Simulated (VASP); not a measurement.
Given:

```yaml
crystal:
  lattice:
    - [2.46361, 0.00000, 0.00000]
    - [-1.23181, 2.13355, 0.00000]
    - [0.00000, 0.00000, 4.09472]
  atoms:
    - { symbol: Cu, position: [0.00000, 0.00000, 0.50000] }
    - { symbol: Ni, position: [0.66667, 0.33333, 0.00000] }
```

All values below come from PBEsol GGA with spin-orbit coupling, VASP's PBE PAW potentials (set 64) (plane waves; VASP). Numerical set-up: 400 eV cut-off, 15×15×8 Γ-centred mesh, Gaussian smearing of 0.050 eV, potentials Cu Ni.

Task: The job: CuNi (space group P-6m2), 2 atoms, PBEsol+SOC, static run, 400 eV, 15×15×8 Γ-centred mesh. Roughly how much core time does it take on a busy server core?

Result: About 90 core-seconds (one run on a shared machine, a rough figure). It had 230 irreducible k-points, 28 bands, up to 802 plane waves and 14 electronic steps.

The structure comes from a computed database's CuNi entry (P-6m2); how it stands against other phases isn't given here. It was relaxed first.
